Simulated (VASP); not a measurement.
A convergence study with VASP on AgI (zinc blende): one setting is varied, all else stays as given below, so the limit is that of these other settings. ε∞ is the independent-particle value.

```
CELL_PARAMETERS angstrom
      0.00000     3.25000     3.25000
      3.25000     0.00000     3.25000
      3.25000     3.25000     0.00000
ATOMIC_POSITIONS crystal
  Ag 0.00000 0.00000 0.00000
  I  0.25000 0.25000 0.25000
```

Method: PBE GGA, VASP's PBE PAW potentials (set 64) (plane waves; VASP 6.6.1). The tightest run used: 550 eV cut-off, 6×6×6 Γ-centred mesh, Gaussian smearing of 0.050 eV, potentials Ag I.

| setting | mean ε∞ | bands |
|---|---|---|
| NBANDS = 10 | 3.75 | 10 |
| NBANDS = 11 | 4.68 | 11 |
| NBANDS = 13 | 5.44 | 13 |

Problem. These are the cheaper rows. Estimate the results at NBANDS = 137, and how far the last row shown lies from them.

Solution. 
```csv
quantity,tightest run,last row shown is off by
mean ε∞,5.94,-0.51
```

Left out are rungs that failed or repeat a setting and relaxations that didn't move; long series are thinned to 24 rows.

The compound is AgI in the zinc blende structure, whereas wurtzite is the usual form. The cell was not relaxed at this level.
